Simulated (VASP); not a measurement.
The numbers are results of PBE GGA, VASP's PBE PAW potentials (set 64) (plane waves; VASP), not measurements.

The input files of a VASP run:

**KPOINTS**
```
Automatic mesh
0
Gamma
18 18 18
0 0 0
```

### POSCAR
```
Ni
1.7925620
  0.0000000000   0.9999997624   0.9999997624
  0.9999997624   0.0000000000   0.9999997624
  0.9999997624   0.9999997624   0.0000000000
Ni
1
Cart
  0.0000000000   0.0000000000   0.0000000000
```

**INCAR**
```
! general
SYSTEM   =  Ni
PREC     =  Accurate
ENCUT    =  520
LREAL    =  .FALSE.
LASPH    =  .TRUE.

! electronic loop
EDIFF    =  1E-7
NELM     =  100
ALGO     =  Normal
LMAXMIX  =  4

! smearing
ISMEAR   =  1
SIGMA    =  0.1

! functional
GGA      =  PE

! spin
ISPIN    =  2
MAGMOM   =  0.6

! ions
ISIF     =  2

! output
LWAVE    =  .FALSE.
LCHARG   =  .FALSE.
LORBIT   =  10
```

POTCAR, in this order: Ni (PBE.64 set). Program: vasp_std.

What VASP printed:

File OSZICAR:
```
       N       E                     dE             d eps       ncg     rms          rms(c)
DAV:   1     0.232823244329E+02    0.23282E+02   -0.48184E+03  7148   0.141E+03
DAV:   2    -0.605165612348E+01   -0.29334E+02   -0.28354E+02  7093   0.165E+02
DAV:   3    -0.646300854838E+01   -0.41135E+00   -0.41032E+00  8096   0.263E+01
DAV:   4    -0.646707647480E+01   -0.40679E-02   -0.40674E-02  8140   0.230E+00
DAV:   5    -0.646719005465E+01   -0.11358E-03   -0.11358E-03  7999   0.323E-01    0.948E+00
DAV:   6    -0.586056777195E+01    0.60662E+00   -0.18563E+01  7360   0.686E+01    0.647E+00
DAV:   7    -0.546698822823E+01    0.39358E+00   -0.33973E+00  7409   0.275E+01    0.175E+00
DAV:   8    -0.545379575019E+01    0.13192E-01   -0.19452E-02  9907   0.160E+00    0.893E-01
DAV:   9    -0.545138255462E+01    0.24132E-02   -0.20451E-03 10246   0.464E-01    0.244E-01
DAV:  10    -0.545082930281E+01    0.55325E-03   -0.88232E-04  8792   0.261E-01    0.364E-02
DAV:  11    -0.545083393862E+01   -0.46358E-05   -0.29236E-05  9230   0.592E-02    0.353E-02
DAV:  12    -0.545083461130E+01   -0.67268E-06   -0.81406E-07  8674   0.121E-02    0.111E-02
DAV:  13    -0.545083494342E+01   -0.33212E-06   -0.49819E-07  6637   0.744E-03    0.218E-03
DAV:  14    -0.545083490683E+01    0.36585E-07   -0.13923E-08  3643   0.148E-03
   1 F= -.54508349E+01 E0= -.54509812E+01  d E =0.438844E-03  mag=     0.6217
```

**OUTCAR**
```
------------------------ aborting loop because EDIFF is reached ----------------------------------------
  FORCE on cell =-STRESS in cart. coord.  units (eV):
  Direction    XX          YY          ZZ          XY          YZ          ZX
  --------------------------------------------------------------------------------------
  Total       -0.7087632     -0.7087632     -0.7087632      0.0000000      0.0000000      0.0000000
  in kB      -98.5733455    -98.5733455    -98.5733455      0.0000000      0.0000000      0.0000000
  external PRESSURE =     -98.5733455 kB  Pullay stress =       0.0000000 kB
  volume of cell :       11.52
      direct lattice vectors                 reciprocal lattice vectors
     0.000000000  1.792561574  1.792561574    -0.278930446  0.278930446  0.278930446
     1.792561574  0.000000000  1.792561574     0.278930446 -0.278930446  0.278930446
     1.792561574  1.792561574  0.000000000     0.278930446  0.278930446 -0.278930446
 POSITION                                       TOTAL-FORCE (eV/Angst)
 -----------------------------------------------------------------------------------
      0.00000      0.00000      0.00000         0.000000     -0.000000      0.000000
 -----------------------------------------------------------------------------------
    total drift:                                0.000000      0.000000      0.000000
  FREE ENERGIE OF THE ION-ELECTRON SYSTEM (eV)
  ---------------------------------------------------
  free  energy   TOTEN  =        -5.4508349068 eV

  energy  without entropy=       -5.4512737513  energy(sigma->0) =       -5.45098119

 total charge

# of ion       s       p       d       tot
------------------------------------------
    1        0.474   0.449   8.292   9.214

 magnetization (x)

# of ion       s       p       d       tot
------------------------------------------
    1       -0.007  -0.025   0.671   0.639
```
(Selected blocks of OUTCAR.)

The compound is Ni in the fcc structure. This cell is one point of a volume scan, at 1.06 of the reference volume.
